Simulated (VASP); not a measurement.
The system is B2C.

```
B C
1.0
     2.43161    0.00000    0.00000
     0.00000    2.43161    0.00000
     0.00000    0.00000    4.89071
B C
2 1
Direct
  0.50000 0.50000 0.32295
  0.50000 0.50000 0.67705
  0.50000 0.50000 0.00000
```

The cell was built by a generator and needn't be a form met in nature.

| Item | Value |
| --- | --- |
| Program | VASP 6.6.1 |
| Task | relaxation of cell and atoms |
| Functional | PBE |
| Potentials or basis | VASP PAW PBE potentials, release 64 (B, C) |
| Cutoff | 520 eV |
| k mesh | 8 × 8 × 4 |
| Occupations | gaussian, width 0.15 eV |
| Spin | no spin polarisation |

At the start: pressure -29.0 GPa; volume 9.64 Å³/atom.

Question: How do energy, volume and symmetry change on relaxing?

Answer: Over 15 steps the energy falls by 320.9 meV/atom and the volume is 10.32 Å³/atom (+7.1 %); space group P4/mmm (No. 123, to 0.05 Å).

The path:
| step | energy change (eV) | largest force (eV/Å) | pressure (GPa) | volume (Å³) |
| --- | --- | --- | --- | --- |
| 1 | 0.0000 | 0.6163 | -29.00 | 28.92 |
| 2 | 4.1199 | 10.5597 | 161.65 | 21.71 |
| 3 | -0.7714 | 0.3831 | -3.92 | 26.73 |
| 4 | -0.8081 | 0.5415 | 1.70 | 26.40 |
| 5 | -0.8160 | 0.7078 | 6.06 | 26.16 |
| 6 | -0.8158 | 0.6688 | 4.95 | 26.22 |
| 7 | -0.8429 | 1.7054 | 6.21 | 27.04 |
| 8 | -0.8521 | 0.8519 | 5.68 | 26.77 |
| 9 | -0.8925 | 0.5744 | 5.19 | 27.63 |
| 10 | -0.9391 | 0.3687 | 5.19 | 29.28 |
| 11 | -0.9014 | 0.6418 | 6.69 | 32.68 |
| 12 | -0.9421 | 0.1637 | 5.29 | 30.80 |
| 13 | -0.9473 | 0.1195 | 5.16 | 30.11 |
| 14 | -0.9461 | 0.1051 | -4.95 | 31.90 |
| 15 | -0.9626 | 0.0061 | 0.01 | 30.97 |

Final structure:
```
CELL_PARAMETERS angstrom
2.64672 0.00000 0.00000
0.00000 2.64672 0.00000
0.00000 0.00000 4.42166
ATOMIC_POSITIONS crystal
B 0.50000 0.50000 0.32232
B 0.50000 0.50000 0.67768
C 0.50000 0.50000 0.00000
```
